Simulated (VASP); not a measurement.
All values below come from SCAN meta-GGA, VASP's PBE PAW potentials (set 64) (plane waves; VASP 6.6.1).

Input for VASP

POSCAR:
```
Be
1.0
  1.1574129382  -2.0046978408   0.0000000000
  1.1574129382   2.0046978408   0.0000000000
  0.0000000000   0.0000000000   3.6207771923
Be
2
direct
  0.3333330000   0.6666670000   0.2500000000
  0.6666670000   0.3333330000   0.7500000000
```

### INCAR
```
SYSTEM = Be
PREC = Accurate
ENCUT = 520
EDIFF = 1E-7
NELM = 100
ALGO = Normal
LREAL = .FALSE.
LASPH = .TRUE.
ISMEAR = 1
SIGMA = 0.1
METAGGA = SCAN
LMIXTAU = .TRUE.
LWAVE = .FALSE.
LCHARG = .FALSE.
ISIF = 4
IBRION = 2
NSW = 30
EDIFFG = -0.01
```

KPOINTS:
```
Automatic mesh
0
Gamma
18 18 10
0 0 0
```

POTCAR, in this order: Be (PBE.64 set). Program: vasp_std.

Output

**OSZICAR**
```
       N       E                     dE             d eps       ncg     rms          rms(c)
DAV:   1    -0.391714291425E+01   -0.39171E+01   -0.18229E+03  2670   0.561E+02
DAV:   2    -0.897582637311E+01   -0.50587E+01   -0.48755E+01  4164   0.644E+01
DAV:   3    -0.901120181062E+01   -0.35375E-01   -0.34820E-01  3462   0.487E+00
DAV:   4    -0.901125215875E+01   -0.50348E-04   -0.50348E-04  3978   0.159E-01
DAV:   5    -0.901125226227E+01   -0.10351E-06   -0.10404E-06  3408   0.311E-03    0.122E+00
DAV:   6    -0.867048176809E+01    0.34077E+00   -0.78191E-02  2712   0.286E+00    0.766E-01
DAV:   7    -0.863947471294E+01    0.31007E-01   -0.95196E-02  2664   0.333E+00    0.130E-01
DAV:   8    -0.869017262284E+01   -0.50698E-01   -0.16947E-02  2922   0.185E+00    0.113E-01
DAV:   9    -0.870748049405E+01   -0.17308E-01   -0.49773E-01  2664   0.564E+00    0.279E-01
DAV:  10    -0.869909349832E+01    0.83870E-02   -0.34519E-01  2664   0.433E+00    0.588E-02
DAV:  11    -0.869958981382E+01   -0.49632E-03   -0.12917E-02  2688   0.972E-01    0.219E-02
DAV:  12    -0.869952569916E+01    0.64115E-04   -0.84949E-05  4008   0.977E-02    0.200E-02
DAV:  13    -0.869957769487E+01   -0.51996E-04   -0.44960E-04  2706   0.249E-01    0.644E-03
DAV:  14    -0.869958056608E+01   -0.28712E-05   -0.21270E-03  2694   0.444E-01    0.957E-03
DAV:  15    -0.869955584457E+01    0.24722E-04   -0.47444E-05  3240   0.944E-02    0.878E-03
DAV:  16    -0.869952634463E+01    0.29500E-04   -0.85170E-05  2718   0.779E-02    0.392E-03
DAV:  17    -0.869952539786E+01    0.94677E-06   -0.25776E-05  2706   0.657E-02    0.244E-03
DAV:  18    -0.869951972423E+01    0.56736E-05   -0.13214E-05  2760   0.474E-02    0.148E-03
DAV:  19    -0.869951932281E+01    0.40142E-06   -0.56336E-07  3552   0.821E-03    0.963E-04
DAV:  20    -0.869952113822E+01   -0.18154E-05   -0.69178E-07  2790   0.954E-03    0.546E-04
DAV:  21    -0.869952041281E+01    0.72541E-06   -0.52374E-07  2748   0.702E-03    0.305E-04
DAV:  22    -0.869952051187E+01   -0.99061E-07   -0.59039E-07  2724   0.745E-03
   1 F= -.86995205E+01 E0= -.86993519E+01  d E =-.869952E+01
       N       E                     dE             d eps       ncg     rms          rms(c)
DAV:   1    -0.869962188671E+01   -0.10147E-03   -0.80451E-04  3384   0.188E-01    0.825E-03
DAV:   2    -0.869962061855E+01    0.12682E-05   -0.49306E-06  3150   0.215E-02    0.476E-03
DAV:   3    -0.869962154563E+01   -0.92708E-06   -0.28795E-05  2862   0.477E-02    0.165E-03
DAV:   4    -0.869962473437E+01   -0.31887E-05   -0.25880E-06  3588   0.147E-02    0.232E-03
DAV:   5    -0.869962564091E+01   -0.90653E-06   -0.27336E-07  2790   0.742E-03    0.210E-03
DAV:   6    -0.869962094383E+01    0.46971E-05   -0.13002E-05  2736   0.312E-02    0.299E-04
DAV:   7    -0.869962067683E+01    0.26700E-06   -0.20571E-07  3084   0.521E-03    0.386E-04
DAV:   8    -0.869962058348E+01    0.93351E-07   -0.14634E-07  2964   0.367E-03
   2 F= -.86996206E+01 E0= -.86994528E+01  d E =-.100072E-03
       N       E                     dE             d eps       ncg     rms          rms(c)
DAV:   1    -0.869963667072E+01   -0.15994E-04   -0.26706E-04  3372   0.107E-01    0.478E-03
DAV:   2    -0.869963597109E+01    0.69963E-06   -0.29016E-06  3114   0.157E-02    0.258E-03
DAV:   3    -0.869963563084E+01    0.34025E-06   -0.23842E-06  2982   0.179E-02    0.676E-04
DAV:   4    -0.869963581556E+01   -0.18472E-06   -0.14371E-06  2742   0.150E-02    0.450E-04
DAV:   5    -0.869963657463E+01   -0.75907E-06   -0.36672E-06  2730   0.215E-02    0.715E-04
DAV:   6    -0.869963580149E+01    0.77314E-06   -0.19421E-06  2700   0.154E-02    0.129E-04
DAV:   7    -0.869963579591E+01    0.55879E-08   -0.57637E-08  1788   0.239E-03
   3 F= -.86996358E+01 E0= -.86994745E+01  d E =-.115284E-03
```

OUTCAR:
```
------------------------ aborting loop because EDIFF is reached ----------------------------------------
  FORCE on cell =-STRESS in cart. coord.  units (eV):
  Direction    XX          YY          ZZ          XY          YZ          ZX
  --------------------------------------------------------------------------------------
  Total       -0.6985606     -0.6985605     -0.6972279      0.0000000      0.0000000      0.0000000
  in kB      -66.6109520    -66.6109412    -66.4838726      0.0000000      0.0000000      0.0000000
  external PRESSURE =     -66.5685886 kB  Pullay stress =       0.0000000 kB
  volume of cell :       16.80
      direct lattice vectors                 reciprocal lattice vectors
     1.156017293 -2.002280523 -0.000000000     0.432519481 -0.249715259  0.000000000
     1.156017293  2.002280523 -0.000000000     0.432519481  0.249715259 -0.000000000
     0.000000000  0.000000000  3.629525087     0.000000000  0.000000000  0.275518140
 POSITION                                       TOTAL-FORCE (eV/Angst)
 -----------------------------------------------------------------------------------
      1.15602      0.66743      0.90738        -0.000000     -0.000000      0.000000
      1.15602     -0.66743      2.72214         0.000000      0.000000      0.000000
 -----------------------------------------------------------------------------------
    total drift:                               -0.000000     -0.000003      0.000005
  FREE ENERGIE OF THE ION-ELECTRON SYSTEM (eV)
  ---------------------------------------------------
  free  energy   TOTEN  =        -8.6996357959 eV

  energy  without entropy=       -8.6991519405  energy(sigma->0) =       -8.69947451

 reached required accuracy - stopping structural energy minimisation
```
(Selected blocks of OUTCAR.)

### CONTCAR
```
Be
   1.00000000000000
     1.1560172934830830   -2.0022805229816441   -0.0000000000000000
     1.1560172934830830    2.0022805229816441   -0.0000000000000000
     0.0000000000000000    0.0000000000000000    3.6295250873436276
  Be
     2
Direct
     0.3333330000000032    0.6666669999999968    0.2500000000000000
     0.6666669999999968    0.3333330000000032    0.7500000000000000
```

The compound is Be in the hcp structure. This cell is one point of a volume scan, at 1.06 of the reference volume. Symmetry was kept, so distortions that lower it aren't found.
